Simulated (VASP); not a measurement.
Calculation: PBE GGA, VASP's PBE PAW potentials (set 64) (plane waves; VASP).

A VASP calculation is set up with these files.

INCAR:
```
# general
SYSTEM  = NiO
PREC    = Accurate
ENCUT   = 500   # plane-wave cut-off (eV)
LREAL   = .FALSE.
LASPH   = .TRUE.
ICHARG  = 11

# electronic loop
EDIFF   = 1E-6   # SCF stop (eV)
NELM    = 100   # most electronic steps
ALGO    = Normal
LMAXMIX = 4

# smearing
ISMEAR  = 0   # Gaussian
SIGMA   = 0.05   # width (eV)

# functional
GGA     = PE   # PBE

# spin
ISPIN   = 2   # spin-polarised

# output
LWAVE   = .FALSE.
LCHARG  = .FALSE.
LORBIT  = 10
```

POSCAR:
```
NiO
1.0
  0.0000000000   2.1062931373   2.1062931373
  2.1062931373   0.0000000000   2.1062931373
  2.1062931373   2.1062931373   0.0000000000
Ni O
1 1
Direct
  0.0000000000   0.0000000000   0.0000000000
  0.5000000000   0.5000000000   0.5000000000
```

KPOINTS:
```
k-points along high-symmetry lines
15
Line-mode
Reciprocal
  0.000000   0.000000   0.000000 ! GAMMA
  0.500000   0.000000   0.500000 ! X

  0.500000   0.000000   0.500000 ! X
  0.625000   0.250000   0.625000 ! U

  0.375000   0.375000   0.750000 ! K
  0.000000   0.000000   0.000000 ! GAMMA

  0.000000   0.000000   0.000000 ! GAMMA
  0.500000   0.500000   0.500000 ! L

  0.500000   0.500000   0.500000 ! L
  0.500000   0.250000   0.750000 ! W

  0.500000   0.250000   0.750000 ! W
  0.500000   0.000000   0.500000 ! X
```

POTCAR, in this order: Ni O (PBE.64 set). Program: vasp_std. Read from the step before: CHGCAR. The INCAR's line for the spin-polarised start is left out here.

**Question.** What will the output report for the number of irreducible k-points (NKPTS), largest plane-wave count, number of space-group operations, FFT grid (NGX, NGY, NGZ)?

**Answer.** 
The number of irreducible k-points (NKPTS) is 90. The largest plane-wave count is 495 and the number of space-group operations is 48. The FFT grid (NGX, NGY, NGZ) comes out as 24 × 24 × 24.

The structure comes from a computed database's NiO entry (Fm-3m); how it stands against other phases isn't given here. It was relaxed first.
